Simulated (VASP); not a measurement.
# HPbNO4 (P1) in VASP: further runs

One crystal, HPbNO4, is run at these levels: PBE, PBE0, optB88-vdW, vdW-DF-cx, rev-vdW-DF2; tasks: dielectric tensor, density of states, band structure.

Everything below comes from runs of VASP 6.6.1. Logs are shortened: lines on timing, memory, paths and dates and some standing lists are left out, and cuts for length are marked.

### 1 The structure

The typed cell holds 7 atoms: a = 4.204 Å, b = 4.339 Å, c = 6.729 Å, α = 71.95°, β = 72.29°, γ = 62.23°.

The cell was built by a generator and needn't be a form met in nature.

### 2 Dielectric tensor, PBE

INCAR

```
PREC     = Accurate       # precision mode
ENCUT    = 520            # plane-wave cutoff, eV
EDIFF    = 1E-8           # SCF threshold, eV
ISMEAR   = 0              # smearing method
SIGMA    = 0.02           # smearing width, eV
LREAL    = False          # projectors in reciprocal space
LASPH    = True           # aspherical terms in the spheres
NELM     = 80             # most SCF steps
ALGO     = Fast           # electronic algorithm
ISIF     = 2              # what is computed and relaxed
LWAVE    = False          # write WAVECAR
LCHARG   = False          # write CHGCAR
GGA      = PE             # functional
LEPSILON = True           # dielectric tensor by DFPT
KPAR     = 4
```

KPOINTS

```
regular mesh
0
Gamma
  7 7 5
```

POSCAR

```
HPbNO4
1.0
    4.2040700000      0.0000000000      0.0000000000
    2.0217200000      3.8395200000      0.0000000000
    2.0468600000      1.2790000000      6.2813200000
H Pb N O
1 1 1 4
Direct
    0.8914500000      0.6820200000      0.6279600000
    0.1442600000      0.9287200000      0.8835200000
    0.2567000000      0.2886100000      0.3017100000
    0.8310800000      0.6505600000      0.7840500000
    0.3869400000      0.2238000000      0.1129500000
    0.3110400000      0.0357600000      0.4585600000
    0.0772600000      0.6063300000      0.3227500000
```

Potentials or basis: VASP PAW PBE potentials, release 64 (H, Pb_d, N, O).

On the command line:

```bash
$ cat potpaw_PBE.64/H/POTCAR potpaw_PBE.64/Pb_d/POTCAR potpaw_PBE.64/N/POTCAR potpaw_PBE.64/O/POTCAR > POTCAR
$ mpirun -np 4 vasp_std > vasp.out
```

OUTCAR:

```text
PREC = Accurate
   ENCUT = 520
   EDIFF = 1E-8
   ISMEAR = 0
   LREAL = False
   LASPH = True
   NELM = 80
   ISIF = 2
   GGA = PE
   LEPSILON = True

 ion  position               nearest neighbor table
   1  0.891  0.682  0.628-   4 0.98
   2  0.144  0.929  0.884-   4 2.48   4 2.51   6 2.67   4 2.72   5 2.81   7 2.84   5 2.91   5 2.93

   3  0.257  0.289  0.302-   6 1.25   7 1.26   5 1.28
   4  0.831  0.651  0.784-   1 0.98   2 2.48   2 2.51   2 2.72
   5  0.387  0.224  0.113-   3 1.28   2 2.81   2 2.91   2 2.93
   6  0.311  0.036  0.459-   3 1.25   2 2.67
   7  0.077  0.606  0.323-   3 1.26   2 2.84

  LATTYP: Found a triclinic cell.
 ALAT       =     6.7290755533
 B/A-ratio  =     1.0080441743
 C/A-ratio  =     0.6247618959
 COS(alpha) =     0.0037062124
 COS(beta)  =     0.3041814561
 COS(gamma) =     0.7937730465

  Lattice vectors:

 A1 = (   2.0468600000,   1.2790000000,   6.2813200000)
 A2 = (   0.0251400000,  -2.5605200000,   6.2813200000)
 A3 = (   4.2040700000,   0.0000000000,   0.0000000000)

Analysis of symmetry for initial positions (statically):
=====================================================================
 Subroutine PRICEL returns:
 Original cell was already a primitive cell.

 Routine SETGRP: Setting up the symmetry group for a
 triclinic supercell.

 Subroutine GETGRP returns: Found  1 space group operations
 (whereof  1 operations were pure point group operations)
 out of a pool of  2 trial point group operations.

The static configuration has the point symmetry C_1 .

Analysis of symmetry for dynamics (positions and initial velocities):
=====================================================================
 Subroutine PRICEL returns:
 Original cell was already a primitive cell.

 Routine SETGRP: Setting up the symmetry group for a
 triclinic supercell.

 Subroutine GETGRP returns: Found  1 space group operations
 (whereof  1 operations were pure point group operations)
 out of a pool of  2 trial point group operations.

The dynamic configuration has the point symmetry C_1 .

 Subroutine INISYM returns: Found  1 space group operations
 (whereof  1 operations are pure point group operations),
 and found     1 'primitive' translations

----------------------------------------------------------------------------------------

                                     Primitive cell

  volume of cell :     101.3906

  direct lattice vectors                    reciprocal lattice vectors
     4.204070000  0.000000000  0.000000000     0.237864736 -0.125248962 -0.052008557
     2.021720000  3.839520000  0.000000000     0.000000000  0.260449223 -0.053032572
     2.046860000  1.279000000  6.281320000     0.000000000  0.000000000  0.159202206

  length of vectors
     4.204070000  4.339270168  6.729075553     0.273809834  0.265793626  0.159202206

  position of ions in fractional coordinates (direct lattice)
     0.891450000  0.682020000  0.627960000
     0.144260000  0.928720000  0.883520000
     0.256700000  0.288610000  0.301710000
     0.831080000  0.650560000  0.784050000
     0.386940000  0.223800000  0.112950000
     0.311040000  0.035760000  0.458560000
     0.077260000  0.606330000  0.322750000

  ion indices of the primitive-cell ions
   primitive index   ion index
                 1           1
                 2           2
                 3           3
                 4           4
                 5           5
                 6           6
                 7           7

----------------------------------------------------------------------------------------

 KPOINTS: regular mesh

Automatic generation of k-mesh.
 Grid dimensions read from file:
 generate k-points for:    7    7    5
[... 106 lines left out ...]

 E-fermi :   1.0527     XC(G=0):  -8.6161

 val. band max:        0.9149066808   @ k =  -0.2857   0.2857   0.4000
 cond. band min:       3.7043461561   @ k =  -0.2857   0.4286   0.4000
 fundamental gap:      2.7894394754
 Fermi energy:         1.0526978594

 k-point     1 :       0.0000    0.0000    0.0000
  band No.  band energies     occupation
      1     -25.0494      2.00000
      2     -19.6404      2.00000
      3     -19.3115      2.00000
      4     -16.7633      2.00000
      5     -14.4380      2.00000
      6     -14.4182      2.00000
[... 685 lines left out ...]
     25       6.1942      0.00000
     26       6.6757      0.00000

 [... further k-points ...]

  FORCE on cell =-STRESS in cart. coord.  units (eV):
  Direction    XX          YY          ZZ          XY          YZ          ZX
  --------------------------------------------------------------------------------------
  -------------------------------------------------------------------------------------
  Total       -0.1406982      0.6165473      0.6414053     -0.0192038     -0.0585945      0.0086349
  in kB       -2.2233164      9.7426974     10.1355039     -0.3034592     -0.9259118      0.1364483
  external PRESSURE =       5.8849617 kB  Pullay stress =       0.0000000 kB

 VOLUME and BASIS-vectors are now :
 -----------------------------------------------------------------------------
  energy-cutoff  :      520.00
  volume of cell :      101.39
      direct lattice vectors                 reciprocal lattice vectors
     4.204070000  0.000000000  0.000000000     0.237864736 -0.125248962 -0.052008557
     2.021720000  3.839520000  0.000000000     0.000000000  0.260449223 -0.053032572
     2.046860000  1.279000000  6.281320000     0.000000000  0.000000000  0.159202206

 POSITION                                       TOTAL-FORCE (eV/Angst)
 -----------------------------------------------------------------------------------
      6.41192      3.42179      3.94442        -0.001101     -0.008986     -0.109213
      4.29253      4.69586      5.54967         0.001050      0.006970      0.001107
      2.28023      1.49401      1.89514         0.001440     -0.047775     -0.083768
      6.41401      3.50064      4.92487         0.000192      0.006548      0.097863
      2.31038      1.00375      0.70948         0.007530     -0.121468     -0.291087
      2.31854      0.72380      2.88036         0.012962     -0.251933      0.340477
      2.21126      2.74081      2.02730        -0.022074      0.416643      0.044621
 -----------------------------------------------------------------------------------
    total drift:                               -0.000628     -0.000167     -0.000543

  FREE ENERGIE OF THE ION-ELECTRON SYSTEM (eV)
  ---------------------------------------------------
  free  energy   TOTEN  =       -40.4286363765 eV

  energy  without entropy=      -40.4286363765  energy(sigma->0) =      -40.42863638

 HEAD OF MICROSCOPIC STATIC DIELECTRIC TENSOR (INDEPENDENT PARTICLE, excluding Hartree and local field effects)
 ------------------------------------------------------
           3.431993    -0.046329     0.016858
          -0.045321     4.344013     0.022084
           0.017889     0.022104     4.148377
 ------------------------------------------------------

 Free energy of the ion-electron system (eV)
  ---------------------------------------------------
  ---------------------------------------------------
  free energy    TOTEN  =        -0.65331268 eV

  energy without entropy =       -0.65331268

------------------------ aborting loop because EDIFF is reached ----------------------------------------

--------------------------------------- Ionic step        2  -------------------------------------------

------------------------ aborting loop because EDIFF is reached ----------------------------------------

--------------------------------------- Ionic step        3  -------------------------------------------

 Free energy of the ion-electron system (eV)
  ---------------------------------------------------
  ---------------------------------------------------
  free energy    TOTEN  =        -0.78451794 eV

  energy without entropy =       -0.78451794

------------------------ aborting loop because EDIFF is reached ----------------------------------------

 PIEZOELECTRIC TENSOR FIELD DIRECTION 3  (e Angst)
 -----------------------------------------------------------------------------
     0.30478  0.05618 -0.10853           ( -0.01883  0.00182 -0.00311)
     0.05619 -1.05587  2.30443           (  0.00182 -0.05219  0.06507)
    -0.10854  2.30443  1.74642           ( -0.00311  0.06507 -0.08255)

 PIEZOELECTRIC TENSOR FIELD DIRECTION 3  (C/m^2)
 -----------------------------------------------------------------------------
     0.04816  0.00888 -0.01715
     0.00888 -0.16685  0.36415
    -0.01715  0.36415  0.27597

 MACROSCOPIC STATIC DIELECTRIC TENSOR (including local field effects in DFT)
 ------------------------------------------------------
           3.129974    -0.023937     0.016771
          -0.023019     3.646196    -0.063688
           0.017671    -0.063650     3.577156
 ------------------------------------------------------

 PIEZOELECTRIC TENSOR (including local field effects)  for field in x, y, z        (e  Angst)
          XX          YY          ZZ          XY          YZ          ZX
  --------------------------------------------------------------------------------
  x     0.00931     0.12648    -0.03807     1.89330     0.04096     0.71365
  y     1.61564    -2.42432     1.98270     0.14534    -0.73411     0.04716
  z     0.30478    -1.05587     1.74642     0.05619     2.30443    -0.10853

 PIEZOELECTRIC TENSOR (including local field effects)  for field in x, y, z        (C/m^2)
          XX          YY          ZZ          XY          YZ          ZX
  --------------------------------------------------------------------------------
  x     0.00147     0.01999    -0.00602     0.29918     0.00647     0.11277
  y     0.25530    -0.38309     0.31331     0.02297    -0.11600     0.00745
  z     0.04816    -0.16685     0.27597     0.00888     0.36415    -0.01715

 BORN EFFECTIVE CHARGES (including local field effects) (in |e|, cummulative output)
 ---------------------------------------------------------------------------------
 ion    1
    1     0.13976    -0.00970     0.00593
    2    -0.00831     0.32664     0.27320
    3     0.00102     0.09933     0.78958
 ion    2
    1     3.22781     0.00526     0.02059
    2     0.01267     3.09785    -0.37381
    3     0.01763    -0.17178     2.99654
 ion    3
    1    -0.11287    -0.11043     0.01495
    2    -0.17070     3.00395    -0.06127
    3     0.03054    -0.81467     3.46879
 ion    4
    1    -2.25026    -0.00128    -0.02306
    2    -0.00646    -2.01526    -0.20528
    3    -0.01909    -0.06036    -1.11875
 ion    5
    1    -0.65140     0.01129     0.01072
    2     0.02760    -1.26160    -0.36947
    3     0.01787    -0.32587    -2.44959
 ion    6
    1    -0.27788     0.04187    -0.03997
    2     0.05250    -1.14238     0.80339
    3    -0.05726     1.13025    -2.43305
 ion    7
    1    -0.07516     0.06300     0.01085
    2     0.09270    -2.00920    -0.06675
    3     0.00929     0.14309    -1.25351
```

It took 9.1 min on 4 MPI ranks of Intel Xeon Platinum 8488C (Sapphire Rapids), shared host; peak memory 1.1 GiB.

Results:

| Property | Result |
| --- | --- |
| Band gap on the k mesh | 2.79 eV, indirect (least direct gap 2.81 eV) |
| Electronic dielectric tensor (diagonal) | 3.13, 3.65, 3.58 |
| Born charges (mean of the diagonal) | H +0.42; Pb +3.11; N +2.12; O -1.79, -1.45, -1.28, -1.11 e |

Electronic dielectric tensor:
```
 3.13 -0.02  0.02
-0.02  3.65 -0.06
 0.02 -0.06  3.58
```

Born effective charge tensors (e):
atom 1, H
```
 0.14 -0.01  0.01
-0.01  0.33  0.27
 0.00  0.10  0.79
```
atom 2, Pb
```
 3.23  0.01  0.02
 0.01  3.10 -0.37
 0.02 -0.17  3.00
```
atom 3, N
```
-0.11 -0.11  0.01
-0.17  3.00 -0.06
 0.03 -0.81  3.47
```
atom 4, O
```
-2.25  0.00 -0.02
-0.01 -2.02 -0.21
-0.02 -0.06 -1.12
```
atom 5, O
```
-0.65  0.01  0.01
 0.03 -1.26 -0.37
 0.02 -0.33 -2.45
```
atom 6, O
```
-0.28  0.04 -0.04
 0.05 -1.14  0.80
-0.06  1.13 -2.43
```
atom 7, O
```
-0.08  0.06  0.01
 0.09 -2.01 -0.07
 0.01  0.14 -1.25
```

Caveat: the standard files for N, O and F lose accuracy on very short bonds; spin-orbit coupling is left out, which as a rule narrows the gap of such compounds by several tenths of an eV; an odd mesh through Γ misses points on the zone boundary, where band edges often lie.

[end of part 1 of 3]
